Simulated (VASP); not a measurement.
```
ZnS
1.0
    0.00000     2.72365     2.72365
    2.72365     0.00000     2.72365
    2.72365     2.72365     0.00000
Zn S
1 1
Direct
  0.00000   0.00000   0.00000
  0.25000   0.25000   0.25000
```

The numbers are results of PBE GGA, VASP's PBE PAW potentials (set 64) (plane waves; VASP), not measurements. Numerical set-up: 520 eV cut-off, 8×8×8 Γ-centred mesh, Gaussian smearing of 0.050 eV, potentials Zn S.

Question: What does the run give for the energy per atom (σ→0), band gap (on the k-mesh) with the smallest direct gap where there is one?

Answer: 
| Item | Value |
|---|---|
| band gap (on the k-mesh) | 2.01 eV |
| smallest direct gap (on the k-mesh) | 2.01 eV |
| energy per atom (σ→0) | -330.6 kJ/mol-atom |

Only differences to runs with the same potentials and settings are physical.

The compound is ZnS in the zinc blende structure. It was relaxed first. The start is the result of an earlier pass.
